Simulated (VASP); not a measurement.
```yaml
crystal:
  lattice:
    - [1.97000, -3.41214, 0.00000]
    - [1.97000, 3.41214, 0.00000]
    - [0.00000, 0.00000, 6.13000]
  atoms:
    - { symbol: La, position: [0.33333, 0.66667, 0.24700] }
    - { symbol: La, position: [0.66667, 0.33333, 0.75300] }
    - { symbol: O, position: [0.00000, 0.00000, 0.00000] }
    - { symbol: O, position: [0.33333, 0.66667, 0.64700] }
    - { symbol: O, position: [0.66667, 0.33333, 0.35300] }
```

These are PBEsol GGA, VASP's PBE PAW potentials (set 64) (plane waves; VASP 6.6.1) values and carry that method's errors. Numerical set-up: 400 eV cut-off, 7×7×4 Γ-centred mesh, Fermi-Dirac smearing of 0.050 eV, potentials La O.

At this cut-off the stress carries a Pulay error, which pulls relaxed volumes low.

### Question
Predict the energy per atom (σ→0), pressure, largest force.

### Answer

```json
{
 "energy per atom (σ→0)": "-8.744 eV/atom",
 "pressure": "-7.70 GPa",
 "largest_force": "0.085 eV/Å"
}
```

The structure is a typed La2O3 crystal. The cell was not relaxed at this level.
